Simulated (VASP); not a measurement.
A run of VASP 6.6.1 is set up as follows.

INCAR

```
PREC = Accurate
ENCUT = 520
EDIFF = 1E-6
ISMEAR = 0
SIGMA = 0.1
LREAL = F
LASPH = T
NELM = 60
ALGO = Fast
ISIF = 2
LWAVE = F
LCHARG = F
GGA = PE
NBANDS = 29
```

File KPOINTS:

```
Automatic mesh
0
Gamma
  8 8 8
```

POSCAR

```
HfScBr3
1.0
    5.2959335385      0.0000000000      0.0000000000
    0.0000000000      5.2959335385      0.0000000000
    0.0000000000      0.0000000000      5.2959335385
Hf Sc Br
1 1 3
Direct
    0.0000000000      0.0000000000      0.0000000000
    0.5000000000      0.5000000000      0.5000000000
    0.0000000000      0.5000000000      0.5000000000
    0.5000000000      0.0000000000      0.5000000000
    0.5000000000      0.5000000000      0.0000000000
```

Potentials or basis: VASP PAW PBE potentials, release 64 (Hf_pv, Sc_sv, Br).

The run is started by

```console
$ cat potpaw_PBE.64/Hf_pv/POTCAR potpaw_PBE.64/Sc_sv/POTCAR potpaw_PBE.64/Br/POTCAR > POTCAR
$ mpirun -np 1 vasp_std > vasp.out
```

Task: Predict the pressure.

Result: 0.0 GPa.

Task: Predict the band gap on the k mesh.

Result: None (metal or under the smearing width).

Spin-orbit coupling is left out, which matters for the levels of Hf.
